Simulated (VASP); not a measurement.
Calculation: vdW-DF-cx, VASP's PBE PAW potentials (set 64) (plane waves; VASP).

The input files of a VASP run:

INCAR:
```
# general
SYSTEM   = TiB2
PREC     = Accurate
ENCUT    = 520
LREAL    = .FALSE.
LASPH    = .TRUE.

# electronic loop
EDIFF    = 1E-7
NELM     = 100
ALGO     = Normal
LMAXMIX  = 4

# smearing
ISMEAR   = 1
SIGMA    = 0.1

# functional
GGA      = CX
LUSE_VDW = .TRUE.
AGGAC    = 0.0

# ions
IBRION   = 2
NSW      = 30
ISIF     = 4
EDIFFG   = -0.01

# output
LWAVE    = .FALSE.
LCHARG   = .FALSE.
```

POSCAR:
```
TiB2
1
    1.4830692690    -2.5687513510     0.0000000000
    1.4830692690     2.5687513510     0.0000000000
    0.0000000000     0.0000000000     3.1367082371
Ti B
1 2
Direct
  0.0000000000   1.0000000000   1.0000000000
  0.3333330000   0.6666670000   0.5000000000
  0.6666670000   0.3333330000   0.5000000000
```

### KPOINTS
```
Automatic mesh
0
Gamma
12 12 10
0 0 0
```

POTCAR, in this order: Ti_sv B (PBE.64 set). Program: vasp_std.

The run wrote:

OSZICAR:
```
       N       E                     dE             d eps       ncg     rms          rms(c)
DAV:   1     0.129248282133E+03    0.12925E+03   -0.93965E+03  2964   0.160E+03
DAV:   2    -0.162968981991E+02   -0.14555E+03   -0.14185E+03  3034   0.397E+02
DAV:   3    -0.253406745764E+02   -0.90438E+01   -0.89326E+01  4215   0.936E+01
DAV:   4    -0.256608649014E+02   -0.32019E+00   -0.31909E+00  3815   0.162E+01
DAV:   5    -0.256707733509E+02   -0.99084E-02   -0.99080E-02  4278   0.240E+00    0.187E+01
DAV:   6    -0.206528527930E+02    0.50179E+01   -0.23601E+01  3909   0.607E+01    0.433E+00
DAV:   7    -0.207010344869E+02   -0.48182E-01   -0.13476E+00  3215   0.138E+01    0.375E+00
DAV:   8    -0.207149452399E+02   -0.13911E-01   -0.14323E-01  4395   0.341E+00    0.610E-01
DAV:   9    -0.207100099250E+02    0.49353E-02   -0.45694E-02  3913   0.283E+00    0.267E-01
DAV:  10    -0.207094206857E+02    0.58924E-03   -0.42941E-03  3700   0.965E-01    0.733E-02
DAV:  11    -0.207094082318E+02    0.12454E-04   -0.19648E-04  4081   0.186E-01    0.503E-02
DAV:  12    -0.207093982160E+02    0.10016E-04   -0.80394E-05  3727   0.128E-01    0.101E-02
DAV:  13    -0.207093972735E+02    0.94253E-06   -0.93200E-06  3720   0.426E-02    0.257E-03
DAV:  14    -0.207093973398E+02   -0.66377E-07   -0.23504E-07  2871   0.633E-03
   1 F= -.20709397E+02 E0= -.20709147E+02  d E =-.207094E+02
       N       E                     dE             d eps       ncg     rms          rms(c)
DAV:   1    -0.207143147949E+02   -0.49175E-02   -0.19642E-01  3219   0.725E+00    0.443E-01
DAV:   2    -0.207120524673E+02    0.22623E-02   -0.10688E-02  3101   0.113E+00    0.258E-01
DAV:   3    -0.207110404482E+02    0.10120E-02   -0.11285E-03  3431   0.463E-01    0.779E-02
DAV:   4    -0.207109346815E+02    0.10577E-03   -0.21703E-04  3469   0.184E-01    0.114E-02
DAV:   5    -0.207109308545E+02    0.38270E-05   -0.18926E-05  3161   0.546E-02    0.490E-03
DAV:   6    -0.207109304774E+02    0.37704E-06   -0.90754E-07  3351   0.125E-02    0.205E-03
DAV:   7    -0.207109304636E+02    0.13830E-07   -0.44222E-08  2022   0.273E-03
   2 F= -.20710930E+02 E0= -.20710770E+02  d E =-.153312E-02
```

**OUTCAR**
```
------------------------ aborting loop because EDIFF is reached ----------------------------------------
  FORCE on cell =-STRESS in cart. coord.  units (eV):
  Direction    XX          YY          ZZ          XY          YZ          ZX
  --------------------------------------------------------------------------------------
  Total        2.6537511      2.6537511      2.6690183      0.0000000     -0.0000000     -0.0000000
  in kB      177.9029454    177.9029493    178.9264356      0.0000000     -0.0000000     -0.0000000
  external PRESSURE =     178.2441101 kB  Pullay stress =       0.0000000 kB
  volume of cell :       23.90
      direct lattice vectors                 reciprocal lattice vectors
     1.487391454 -2.576237597  0.000000000     0.336158984 -0.194081478  0.000000000
     1.487391454  2.576237597  0.000000000     0.336158984  0.194081478 -0.000000000
     0.000000000  0.000000000  3.118504911    -0.000000000  0.000000000  0.320666482
 POSITION                                       TOTAL-FORCE (eV/Angst)
 -----------------------------------------------------------------------------------
      2.97478      0.00000      0.00000         0.000000     -0.000000      0.000000
      1.48739      0.85875      1.55925        -0.000000     -0.000000     -0.000000
      1.48739     -0.85875      1.55925        -0.000000      0.000000      0.000000
 -----------------------------------------------------------------------------------
    total drift:                               -0.000000     -0.000000     -0.000000
  FREE ENERGIE OF THE ION-ELECTRON SYSTEM (eV)
  ---------------------------------------------------
  free  energy   TOTEN  =       -20.7109304636 eV

  energy  without entropy=      -20.7104501173  energy(sigma->0) =      -20.71077035

 reached required accuracy - stopping structural energy minimisation
```
(Selected blocks of OUTCAR.)

**CONTCAR**
```
TiB2
   1.00000000000000
     1.4873914536278094   -2.5762375968632094    0.0000000000000000
     1.4873914536278094    2.5762375968632094    0.0000000000000000
     0.0000000000000000    0.0000000000000000    3.1185049105829239
  Ti              B
     1     2
Direct
     1.0000000000000000    1.0000000000000000    0.0000000000000000
     0.3333330000000032    0.6666669999999968    0.5000000000000000
     0.6666669999999968    0.3333330000000032    0.5000000000000000
```

The compound is TiB2 in the AlB2 type structure. This cell is one point of a volume scan, at 0.94 of the reference volume. Symmetry was kept, so distortions that lower it aren't found.
